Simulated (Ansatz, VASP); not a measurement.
# SmO3 in VASP and in Ansatz

```
CELL_PARAMETERS angstrom
0.00000 3.10352 3.10352
3.10352 0.00000 3.10352
3.10352 3.10352 0.00000
ATOMIC_POSITIONS crystal
Sm 0.00000 0.00000 0.00000
O 0.25000 0.25000 0.25000
O 0.75000 0.75000 0.75000
O 0.50000 0.50000 0.50000
```

Change from the starting cell: species swapped into the Li3Pt type (Fm-3m, No. 225).

Alike in both runs: task relaxation of cell and atoms; functional PBE; k mesh 6 × 6 × 6; occupations gaussian, width 0.1 eV; no spin polarisation.

|  | VASP | Ansatz |
| --- | --- | --- |
| version | VASP 6.6.1 | Ansatz 0.2.0 |
| potentials or method | VASP PAW PBE potentials, release 64 (Sm, O) | scalar-relativistic, plane waves, PAW |
| plane-wave cutoff (eV) | 600 | 690 |
| valence electrons in the cell | 34 | 29 |

|  | VASP | Ansatz | Ansatz less VASP |
| --- | --- | --- | --- |
| gap on the k mesh at the Fermi level, each at its own relaxed structure (eV) | none | none | - |
| relaxed volume (Å³/atom) | 10.14 | 11.37 | +1.229 |
| relaxed cell length with the largest relative difference (Å) | 3.857 | 4.007 | +0.1499 |
| energy change over the relaxation (meV/atom) | -597 | -311 | +286.6 |

A gap of «none» marks a metal or a gap that the smearing closes. One of these differences is far larger than is usual between the two programs; its cause wasn't traced. The two sets of potentials don't hold the same shells in valence.

Caveats: the electronic state changed during the relaxation; the volume moved by over 15 % at a fixed basis, so the end points are rough (VASP); the run has no spin polarisation, though such a crystal can be magnetic; without U or exact exchange the open f shell lies at the Fermi level, which spoils levels, moments and volumes. The runs have no spin-orbit coupling, so splittings on Sm are missing. Spin polarisation is off, so any magnetic state and its effect on volume and gap are missing.
